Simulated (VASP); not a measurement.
Si: stress against strain

Si (diamond, Fd-3m, 20.119 Å³/atom and stress up to 0.01 GPa in the relaxed cell, cube axes along x, y and z) under a strain ε along a cube axis (axis z), the other axes held. r2SCAN in VASP (plane waves, PAW), 480 eV, 10×10×10 Γ-centred mesh, Gaussian smearing 0.05 eV; ions are relaxed, or left where forces stay under 0.02 eV/Å, within the symmetry of each cell. Stress is positive for a compressed cell.

Here s stands for strain and y for stress zz.

```csv
strain (%),stress zz (GPa)
-3.00,?
-1.50,2.58
-1.00,1.72
-0.50,0.86
0.00,0.01
0.50,-0.83
1.00,-1.66
1.50,-2.47
```

Question: Fit y against s with a straight line, and predict the withheld value at s = -3.00.

Answer: Means: s 0, y 0.030. About the means, the sum of products is -11.800 and the sum of squares of s is 7.0000; the slope is their ratio. Least squares gives y = 0.030 - 1.6857·s. Residuals (row less fit): 0.021, 0.004, -0.013, -0.020, -0.017, -0.004, 0.029; standard error 0.021 (degrees of freedom: 5). The slope gives the elastic constant C11 = 168.6 ± 0.8 GPa (± standard error of the fit, which holds the terms cut off). At the withheld row, y = 0.030 - 1.6857 × (-3.0) = 5.087 GPa. The calculation gives 5.22 GPa, 0.133 GPa above the prediction (1.7 % of the range of y in the table). The row lies outside the fitted rows, so this is an extrapolation. From the scatter of the fitted rows alone, a prediction at this place has a standard error of 0.032 GPa, so the miss is 4.2 times that.

A polynomial of degree 2 through the 12 other runs of the series gives 5.22 there, so most of the miss is curvature that the fit leaves out. Rows are the converged runs of the series near zero and its far end; series whose fitted rows scatter by over a few per cent of the range, as at a crossing or softening among them, aren't shown in this form, nor equations of state whose B0' disagrees with the runs' pressures. Most that stay on the fit to the last digits aren't either.
